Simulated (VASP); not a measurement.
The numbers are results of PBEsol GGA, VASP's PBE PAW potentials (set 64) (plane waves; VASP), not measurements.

The input files of a VASP run:

INCAR:
```
# general
SYSTEM  = B atom
PREC    = Normal
ENCUT   = 520
LREAL   = .FALSE.
LASPH   = .TRUE.
ISYM    = 0

# electronic loop
EDIFF   = 1E-6
NELM    = 200
ALGO    = All

# smearing
ISMEAR  = 0
SIGMA   = 0.01

# functional
GGA     = PS

# spin
ISPIN   = 2
MAGMOM  = 1
NUPDOWN = 1

# output
LWAVE   = .FALSE.
LCHARG  = .FALSE.
LORBIT  = 10
```

**KPOINTS**
```
Automatic mesh
0
Gamma
1 1 1
0 0 0
```

File POSCAR:
```
B atom
1
   12.0000000000     0.0000000000     0.0000000000
    0.0000000000    12.5000000000     0.0000000000
    0.0000000000     0.0000000000    13.0000000000
B
1
Direct
  0.0000000000   0.0000000000   0.0000000000
```

POTCAR, in this order: B (PBE.64 set). Program: vasp_gam. Read from the step before: WAVECAR.

What VASP printed:

OSZICAR:
```
       N       E                     dE             d eps       ncg     rms           ort
SDA:   1    -0.231233033337E+00   -0.23123E+00    0.00000E+00     6   0.623E-02   0.000E+00
CGA:   2    -0.233251581504E+00   -0.20185E-02   -0.20142E-02     6   0.488E-03   0.357E-04
CGA:   3    -0.233420339068E+00   -0.16876E-03   -0.17006E-03     6   0.628E-04  -0.299E-04
SDA:   4    -0.289047898702E+00   -0.55628E-01   -0.54001E-01     6   0.729E-01  -0.116E-02
CGA:   5    -0.356818483621E+00   -0.67771E-01   -0.28734E-01     6   0.349E-01  -0.896E-02
CGA:   6    -0.368534636698E+00   -0.11716E-01   -0.11695E-01     6   0.807E-02   0.225E-04
CGA:   7    -0.370856260861E+00   -0.23216E-02   -0.23216E-02     6   0.189E-02  -0.290E-05
CGA:   8    -0.371500095917E+00   -0.64384E-03   -0.64324E-03     6   0.402E-03  -0.165E-05
CGA:   9    -0.371630216017E+00   -0.13012E-03   -0.13008E-03     6   0.950E-04  -0.181E-06
CGA:  10    -0.371663001292E+00   -0.32785E-04   -0.32988E-04     6   0.208E-04   0.427E-06
CGA:  11    -0.371670187321E+00   -0.71860E-05   -0.72621E-05     6   0.538E-05   0.178E-06
CGA:  12    -0.371672360763E+00   -0.21734E-05   -0.21479E-05     6   0.155E-05  -0.759E-07
CGA:  13    -0.371673009152E+00   -0.64839E-06   -0.62471E-06     6   0.518E-06  -0.818E-07
   1 F= -.37167301E+00 E0= -.37167301E+00  d E =-.227741E-12  mag=     1.0000
```

OUTCAR:
```
------------------------ aborting loop because EDIFF is reached ----------------------------------------
  FORCE on cell =-STRESS in cart. coord.  units (eV):
  Direction    XX          YY          ZZ          XY          YZ          ZX
  --------------------------------------------------------------------------------------
  Total       -0.0019984     -0.0014021     -0.0020632     -0.0002258     -0.0001465     -0.0015098
  in kB       -0.0016419     -0.0011520     -0.0016952     -0.0001855     -0.0001204     -0.0012405
  external PRESSURE =      -0.0014964 kB  Pullay stress =       0.0000000 kB
  volume of cell :     1950.00
      direct lattice vectors                 reciprocal lattice vectors
    12.000000000  0.000000000  0.000000000     0.083333333  0.000000000  0.000000000
     0.000000000 12.500000000  0.000000000     0.000000000  0.080000000  0.000000000
     0.000000000  0.000000000 13.000000000     0.000000000  0.000000000  0.076923077
 POSITION                                       TOTAL-FORCE (eV/Angst)
 -----------------------------------------------------------------------------------
      0.00000      0.00000      0.00000         0.000000     -0.000000      0.000000
 -----------------------------------------------------------------------------------
    total drift:                                0.000000     -0.000000      0.000000
  FREE ENERGIE OF THE ION-ELECTRON SYSTEM (eV)
  ---------------------------------------------------
  free  energy   TOTEN  =        -0.3716730092 eV

  energy  without entropy=       -0.3716730092  energy(sigma->0) =       -0.37167301

 total charge

# of ion       s       p       d       tot
------------------------------------------
    1        0.935   0.404   0.000   1.339

 magnetization (x)

# of ion       s       p       d       tot
------------------------------------------
    1        0.012   0.404   0.000   0.417
```
(Selected blocks of OUTCAR.)

### OUTCAR
```
 val. band max:       -4.0171639823   @ k =   0.0000   0.0000   0.0000

 cond. band min:      -3.5814757454   @ k =   0.0000   0.0000   0.0000


 Fermi energy:        -3.9690117310

 spin component 1

 k-point     1 :       0.0000    0.0000    0.0000
  band No.  band energies     occupation
      1      -9.5544      1.00000
      2      -4.0172      1.00000
      3      -3.5815      0.00000
      4      -3.5813      0.00000
      5      -0.2857      0.00000
      6       0.5973      0.00000

 Fermi energy:        -8.5020893135

 spin component 2

 k-point     1 :       0.0000    0.0000    0.0000
  band No.  band energies     occupation
      1      -8.5639      1.00000
      2      -3.1892      0.00000
      3      -3.1886      0.00000
      4      -2.0413      0.00000
      5      -0.0793      0.00000
      6       0.8342      0.00000
```

The atom may not be in its lowest state.

The cell is a free atom in a box.
